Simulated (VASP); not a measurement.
# InGe: phonons from a supercell

Aim: the phonon dispersion and thermal properties of InGe. The cell is invented: it takes the structure of a Materials Project entry for GeSb (space group 123 there), with some of its atoms replaced by other elements, volume scaled by an estimate. It may not be a known or stable phase.

Program: VASP 6.6.1. Level of theory: r2SCAN; plane waves and PAW (In, Ge); invented cell. Results are calculated unless marked as measured.

Most raw output is cut from this account.

**1. The structure**

Symmetry: P4/mmm, No. 123, tetragonal system. The conventional cell has a = 2.899 Å, b = 2.899 Å, c = 5.766 Å, α = 90.00°, β = 90.00°, γ = 90.00°. Nearest to In lie 2 Ge at 2.88 Å and 4 In at 2.90 Å. Ge has 2 In at 2.88 Å and 4 Ge at 2.90 Å nearest. It derives from GeSb. It takes the structure of a Materials Project entry for GeSb (space group 123 there), with some of its atoms replaced by other elements, volume scaled by an estimate. Farther neighbours are not listed.

**2. Relax the host**

Cell and atoms are relaxed first, so that later runs start from this functional's own cell.

The input, INCAR:

```
SYSTEM = InGe
PREC = Accurate
ENCUT = 350
EDIFF = 1E-06
NELM = 120
ISMEAR = 0
SIGMA = 0.05
LREAL = .FALSE.
ALGO = Normal
METAGGA = R2SCAN
LASPH = .TRUE.
NBANDS = 9
LORBIT = 11
LWAVE = .FALSE.
LCHARG = .FALSE.
KPAR = 4
IBRION = 2
NSW = 40
ISIF = 3
EDIFFG = -0.02
POTIM = 0.4
```

The input, POSCAR:

```
InGe
1.0
    2.8992530000      0.0000000000      0.0000000000
    0.0000000000      2.8992530000      0.0000000000
    0.0000000000      0.0000000000      5.7657250000
In Ge
1 1
Direct
    0.0000000000      0.0000000000      0.5000000000
    0.0000000000      0.0000000000      0.0000000000
```

The input, KPOINTS:

```
Automatic mesh
0
Gamma
7 7 4
0 0 0
```

Potentials, in the order of the species: In and Ge (PBE family, release 64).

Launch:

```bash
mpirun -np 4 vasp_std
```

Wall time 23 s (4 MPI ranks of AMD EPYC 9R14 (Zen 4), shared host); peak memory 0.55 GiB.

This run has no spin polarisation. Its electron count is odd, so without a moment it is a metal by construction. The k-mesh is coarse for a metal. The PAW data sets were made with PBE, which is usual practice but a small mismatch for other functionals. The data sets In and Ge keep the semicore shell frozen, which is cheaper and a little less accurate. The run keeps the 16 symmetry operations of its start, so it cannot find a distortion of lower symmetry.

Step by step:

| step | energy less that of the first step (eV) | largest force (eV/Å) | pressure (GPa) | volume (Å³) |
| --- | --- | --- | --- | --- |
| 1 | 0.0000 | 0.0000 | -1.20 | 48.46 |
| 2 | -0.0255 | 0.0000 | -0.36 | 47.44 |
| 3 | -0.0266 | 0.0000 | 0.10 | 47.13 |
| 4 | -0.0268 | 0.0000 | -0.03 | 47.21 |

| conventional cell, symmetrised | before | after | change |
| --- | --- | --- | --- |
| a (Å) | 2.899 | 2.909 | +0.3 % |
| b (Å) | 2.899 | 2.909 | +0.3 % |
| c (Å) | 5.766 | 5.578 | -3.3 % |
| volume (Å³/atom) | 24.23 | 23.61 | -2.6 % |

Final coordinates:

```xyz
2
Lattice="2.9093 0.0000 0.0000 0.0000 2.9093 0.0000 0.0000 0.0000 5.5781" Properties=species:S:1:pos:R:3 pbc="T T T"
In    0.0000    0.0000    2.7890
Ge    0.0000    0.0000    0.0000
```

This step gave:

```
electronic cycles                               : 29
electrons                                       : 7
free energy (TOTEN)                             : -35.83 eV
energy at zero smearing                         : -35.83 eV
Fermi energy                                    : 4.333 eV
pressure                                        : -0.02669 GPa
labelled metallic, from the levels on this mesh : yes
```

The run ended after 4 ionic steps, 0.027 eV below its first step, once forces and stress met EDIFFG = -0.02.

**3. Tight relaxation**

Force constants are second derivatives, so residual forces and stress must first be far smaller than in an ordinary relaxation. Smearing and mesh differ from the relaxation before, which can move the cell too.

The input, INCAR:

```
SYSTEM = InGe
PREC = Accurate
ENCUT = 350
EDIFF = 1E-08
NELM = 120
ISMEAR = 1
SIGMA = 0.2
LREAL = .FALSE.
ALGO = Normal
METAGGA = R2SCAN
LASPH = .TRUE.
NBANDS = 9
LORBIT = 11
LWAVE = .FALSE.
LCHARG = .FALSE.
KPAR = 4
IBRION = 1
NSW = 30
ISIF = 3
EDIFFG = -0.002
POTIM = 0.4
```

The input, POSCAR:

```
InGe
1.0
    2.9092738129      0.0000000000      0.0000000000
    0.0000000000      2.9092738129      0.0000000000
    0.0000000000      0.0000000000      5.5780636580
In Ge
1 1
Direct
    0.0000000000      0.0000000000      0.5000000000
    0.0000000000      0.0000000000      0.0000000000
```

The input, KPOINTS:

```
Automatic mesh
0
Gamma
11 11 6
0 0 0
```

Launch:

```bash
mpirun -np 4 vasp_std
```

Run time: 59 s. Hardware: 4 MPI ranks; peak memory 0.62 GiB; 3.9 min of CPU time.

The steps of the relaxation:

| step | energy less that of the first step (eV) | largest force (eV/Å) | pressure (GPa) | volume (Å³) |
| --- | --- | --- | --- | --- |
| 1 | 0.0000 | 0.0000 | 0.65 | 47.21 |
| 2 | -0.0209 | 0.0000 | -0.19 | 47.73 |
| 3 | -0.0269 | 0.0000 | -0.02 | 47.42 |
| 4 | -0.0277 | 0.0000 | -0.02 | 47.45 |
| 5 | -0.0277 | 0.0000 | 0.00 | 47.43 |

| conventional cell, symmetrised | before | after | change |
| --- | --- | --- | --- |
| a (Å) | 2.909 | 2.867 | -1.4 % |
| b (Å) | 2.909 | 2.867 | -1.4 % |
| c (Å) | 5.578 | 5.770 | +3.4 % |
| volume (Å³/atom) | 23.61 | 23.72 | +0.5 % |

The relaxed structure:

```xyz
2
Lattice="2.8671 0.0000 0.0000 0.0000 2.8671 0.0000 0.0000 0.0000 5.7702" Properties=species:S:1:pos:R:3 pbc="T T T"
In    0.0000    0.0000    2.8851
Ge    0.0000    0.0000    0.0000
```

Numbers from this step:

| Item | Value |
| --- | --- |
| electronic cycles | 47 |
| free energy (TOTEN) | -35.81 eV |
| energy at zero smearing | -35.81 eV |
| Fermi energy | 4.282 eV |
| pressure | -0.001642 GPa |

The run ended after 5 ionic steps, 0.028 eV below its first step, once forces and stress met EDIFFG = -0.002.

**4. Force constants in the supercell**

System of this step: InGe. Symmetry: P4/mmm, No. 123, tetragonal system. Conventional cell: a = 2.867 Å, b = 2.867 Å, c = 5.770 Å, α = 90.00°, β = 90.00°, γ = 90.00°. Nearest to In lie 4 In at 2.87 Å and 2 Ge at 2.89 Å. Nearest to Ge lie 4 Ge at 2.87 Å and 2 In at 2.89 Å. it takes the structure of a Materials Project entry for GeSb (space group 123 there), with some of its atoms replaced by other elements, volume scaled by an estimate. Farther neighbours are not listed.

Each independent atom is moved by 0.015 Å both ways; the forces give the force constants out to half the supercell.

The input, INCAR:

```
SYSTEM = InGe
PREC = Accurate
ENCUT = 350
EDIFF = 1E-07
NELM = 120
ISMEAR = 1
SIGMA = 0.2
LREAL = Auto
ALGO = Normal
METAGGA = R2SCAN
LASPH = .TRUE.
LWAVE = .FALSE.
LCHARG = .FALSE.
KPAR = 4
IBRION = 6
NSW = 1
NFREE = 2
POTIM = 0.015
ISIF = 0
ADDGRID = .TRUE.
```

The input, POSCAR:

```
InGe
1.0
    8.6012826444      0.0000000000      0.0000000000
    0.0000000000      8.6012826444      0.0000000000
    0.0000000000      0.0000000000     11.5404709968
In Ge
18 18
Direct
    0.0000000000      0.0000000000      0.2500000000
    0.0000000000      0.0000000000      0.7500000000
    0.0000000000      0.3333333333      0.2500000000
    0.0000000000      0.3333333333      0.7500000000
    0.0000000000      0.6666666667      0.2500000000
    0.0000000000      0.6666666667      0.7500000000
    0.3333333333      0.0000000000      0.2500000000
    0.3333333333      0.0000000000      0.7500000000
    0.3333333333      0.3333333333      0.2500000000
    0.3333333333      0.3333333333      0.7500000000
    0.3333333333      0.6666666667      0.2500000000
    0.3333333333      0.6666666667      0.7500000000
    0.6666666667      0.0000000000      0.2500000000
    0.6666666667      0.0000000000      0.7500000000
    0.6666666667      0.3333333333      0.2500000000
    0.6666666667      0.3333333333      0.7500000000
    0.6666666667      0.6666666667      0.2500000000
    0.6666666667      0.6666666667      0.7500000000
    0.0000000000      0.0000000000      0.0000000000
    0.0000000000      0.0000000000      0.5000000000
    0.0000000000      0.3333333333      0.0000000000
    0.0000000000      0.3333333333      0.5000000000
    0.0000000000      0.6666666667      0.0000000000
    0.0000000000      0.6666666667      0.5000000000
    0.3333333333      0.0000000000      0.0000000000
    0.3333333333      0.0000000000      0.5000000000
    0.3333333333      0.3333333333      0.0000000000
    0.3333333333      0.3333333333      0.5000000000
    0.3333333333      0.6666666667      0.0000000000
    0.3333333333      0.6666666667      0.5000000000
    0.6666666667      0.0000000000      0.0000000000
    0.6666666667      0.0000000000      0.5000000000
    0.6666666667      0.3333333333      0.0000000000
    0.6666666667      0.3333333333      0.5000000000
    0.6666666667      0.6666666667      0.0000000000
    0.6666666667      0.6666666667      0.5000000000
```

The input, KPOINTS:

```
Automatic mesh
0
Gamma
4 4 3
0 0 0
```

Launch:

```bash
mpirun -np 4 vasp_std
```

Wall time 40 min (4 MPI ranks); peak memory 5.2 GiB; 2.6 h of CPU time.

The last energy, forces, stress and levels in OUTCAR belong to the last displaced cell, not to the cell of POSCAR.

Numbers from this step:

```yaml
electrons: 126
lowest_frequency: -65.24 cm⁻¹
highest_frequency: 181.1 cm⁻¹
dynamically_stable: no
```

No long-range dipole term. The phonon branches at the labelled points (cm⁻¹):

| point | branch 1 | branch 2 | branch 3 | branch 4 | branch 5 | branch 6 |
| --- | --- | --- | --- | --- | --- | --- |
| Γ | 0 | 0 | 0 | 33 | 33 | 168 |
| 0.47 of the way | -20 | -5 | 51 | 76 | 122 | 161 |
| X | -35 | -11 | 70 | 109 | 153 | 181 |
| 0.47 of the way | 6 | 32 | 71 | 103 | 148 | 171 |
| M | -61 | -61 | -2 | 143 | 159 | 159 |
| 0.53 of the way | 8 | 51 | 69 | 109 | 118 | 155 |
| Γ | 0 | 0 | 0 | 33 | 33 | 168 |
| 0.47 of the way | 18 | 18 | 34 | 34 | 64 | 157 |
| Z | 28 | 28 | 36 | 36 | 121 | 124 |
| 0.47 of the way | 10 | 48 | 79 | 105 | 116 | 119 |
| R | -28 | 59 | 76 | 111 | 115 | 172 |
| 0.47 of the way | 6 | 65 | 73 | 89 | 109 | 165 |
| A | -65 | -65 | 47 | 77 | 156 | 156 |
| 0.47 of the way | 33 | 68 | 83 | 102 | 119 | 126 |
| Z | 28 | 28 | 36 | 36 | 121 | 124 |
| jump to X | -35 | -11 | 70 | 109 | 153 | 181 |
| 0.53 of the way | -31 | 44 | 64 | 112 | 136 | 176 |
| R | -28 | 59 | 76 | 111 | 115 | 172 |
| jump to M | -61 | -61 | -2 | 143 | 159 | 159 |
| 0.47 of the way | -63 | -63 | 9 | 122 | 158 | 158 |
| A | -65 | -65 | 47 | 77 | 156 | 156 |

The phonon density of states has structure finer than the step of the table below, so its rows give means over 10 cm⁻¹, whole bins alone (the curve runs from -89.1 to 205 cm⁻¹). Peaks (cm⁻¹: height): 10.9: 0.0507, 46.2: 0.0637, 87.4: 0.0341, 156.5: 0.0471.

Table of phonon density of states by frequency; means over each step:

| frequency (cm⁻¹) | phonon density of states (states/cm⁻¹/cell) |
| --- | --- |
| -80 | 0 |
| -70 | 4.8e-5 |
| -60 | 0.00528 |
| -50 | 0.00644 |
| -40 | 0.00538 |
| -30 | 0.00713 |
| -20 | 0.00684 |
| -10 | 0.00693 |
| 0 | 0.00910 |
| 10 | 0.0234 |
| 20 | 0.0216 |
| 30 | 0.0270 |
| 40 | 0.0451 |
| 50 | 0.0548 |
| 60 | 0.0439 |
| 70 | 0.0388 |
| 80 | 0.0282 |
| 90 | 0.0300 |
| 100 | 0.0282 |
| 110 | 0.0262 |
| 120 | 0.0240 |
| 130 | 0.0276 |
| 140 | 0.0339 |
| 150 | 0.0428 |
| 160 | 0.0373 |
| 170 | 0.0176 |
| 180 | 0.00337 |
| 190 | 0 |

**5. Results**

```yaml
highest_frequency: 181 cm⁻¹
lowest_frequency: -65.2 cm⁻¹
```

In words: The spectrum reaches 181 cm⁻¹, and its lowest point lies at -65 cm⁻¹. Imaginary modes (printed as negative) make the structure unstable in the harmonic picture at these settings. Where their wave vectors fit the supercell they are computed directly; elsewhere they may come from the interpolation. Frequencies between the wave vectors that fit the supercell are interpolated.

[Lines on the potential files, build, host, timing and source positions are cut from VASP's logs without a mark.]

[Logs are printed without paths, hosts, clocks, repeated set-up lines and the standing remarks that a program may print on its own settings, such as how far it seeks lower states.]

[Hosts, paths, dates, database ids (printed as entryN), source tags and the programs' standing remarks are cut or masked in the printed files.]

[Runs that stopped without an error message from VASP are left out.]
